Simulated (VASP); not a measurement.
Computed with PBE GGA, VASP's PBE PAW potentials (set 64) (plane waves; VASP 6.6.1).

Input for VASP

### POSCAR
```
PbF2
1
    0.0000000000     3.0431130000     2.9508720000
    3.0474610000     0.0000000000     2.9508720000
    3.0474610000     3.0431130000     0.0000000000
Pb F
1 2
Direct
  0.0000000000   0.0000000000   0.0000000000
  0.2500000000   0.2500000000   0.2500000000
  0.7370490000   0.7629510000   0.7629510000
```

### INCAR
```
ALGO = Normal
EDIFF = 1E-6
ENCUT = 520
GGA = PE
ISIF = 2
ISMEAR = 0
LASPH = .TRUE.
LCHARG = .FALSE.
LMAXMIX = 4
LREAL = .FALSE.
LWAVE = .FALSE.
NELECT = 28.1
NELM = 100
PREC = Accurate
SIGMA = 0.05
SYSTEM = PbF2
```

KPOINTS:
```
Automatic mesh
0
Gamma
6 6 6
0 0 0
```

POTCAR, in this order: Pb_d F (PBE.64 set). Program: vasp_std.

What VASP printed:

File OSZICAR:
```
       N       E                     dE             d eps       ncg     rms          rms(c)
DAV:   1     0.302353177546E+03    0.30235E+03   -0.15015E+04  2464   0.175E+03
DAV:   2     0.108544244228E+02   -0.29150E+03   -0.28060E+03  2832   0.449E+02
DAV:   3    -0.150051142828E+02   -0.25860E+02   -0.25576E+02  2862   0.150E+02
DAV:   4    -0.158011270368E+02   -0.79601E+00   -0.79487E+00  2654   0.273E+01
DAV:   5    -0.158273619695E+02   -0.26235E-01   -0.26234E-01  2792   0.495E+00    0.816E+00
DAV:   6    -0.137717413604E+02    0.20556E+01   -0.11127E+01  3142   0.272E+01    0.286E+00
DAV:   7    -0.137577971620E+02    0.13944E-01   -0.51438E-01  2468   0.489E+00    0.157E+00
DAV:   8    -0.137512887846E+02    0.65084E-02   -0.11403E-01  2460   0.405E+00    0.517E-01
DAV:   9    -0.137485386115E+02    0.27502E-02   -0.22708E-02  2716   0.112E+00    0.103E-01
DAV:  10    -0.137498726158E+02   -0.13340E-02   -0.17341E-03  2456   0.456E-01    0.242E-02
DAV:  11    -0.137498927778E+02   -0.20162E-04   -0.84939E-05  2564   0.914E-02    0.139E-02
DAV:  12    -0.137499080864E+02   -0.15309E-04   -0.57893E-05  2746   0.874E-02    0.882E-03
DAV:  13    -0.137499074221E+02    0.66431E-06   -0.96667E-06  2654   0.387E-02
   1 F= -.13749907E+02 E0= -.13749305E+02  d E =-.120469E-02
```

OUTCAR:
```
------------------------ aborting loop because EDIFF is reached ----------------------------------------
  FORCE on cell =-STRESS in cart. coord.  units (eV):
  Direction    XX          YY          ZZ          XY          YZ          ZX
  --------------------------------------------------------------------------------------
  Total        0.6658576      0.6560974      1.0918356      0.0000000      0.1493463      0.0000000
  in kB       19.4919523     19.2062389     31.9618013      0.0000000      4.3718814      0.0000000
  external PRESSURE =      23.5533308 kB  Pullay stress =       0.0000000 kB
  volume of cell :       54.73
      direct lattice vectors                 reciprocal lattice vectors
     0.000000000  3.043113000  2.950872000    -0.164071009  0.164305433  0.169441440
     3.047461000  0.000000000  2.950872000     0.164071009 -0.164305433  0.169441440
     3.047461000  3.043113000  0.000000000     0.164071009  0.164305433 -0.169441440
 POSITION                                       TOTAL-FORCE (eV/Angst)
 -----------------------------------------------------------------------------------
      0.00000      0.00000      0.00000         0.042393      0.000000      0.000000
      1.52373      1.52156      1.47544         0.103424      0.000000      0.000000
      4.65013      4.56467      4.42631        -0.145817      0.000000      0.000000
 -----------------------------------------------------------------------------------
    total drift:                                0.000494     -0.000000     -0.000001
  FREE ENERGIE OF THE ION-ELECTRON SYSTEM (eV)
  ---------------------------------------------------
  free  energy   TOTEN  =       -13.7499074221 eV

  energy  without entropy=      -13.7487027368  energy(sigma->0) =      -13.74930508
```
(Selected blocks of OUTCAR.)

The cell is charged, with a uniform compensating background.

The compound is PbF2 in the fluorite structure, the β form. The cell was not relaxed at this level, atoms are displaced from their ideal sites. The k-mesh is coarse (spacing up to 0.30 per Å, 2π included), so the numbers may not be converged in it. The run is one of a series of settings (NELECT = 28.1 against the base run), some of them coarse on purpose.
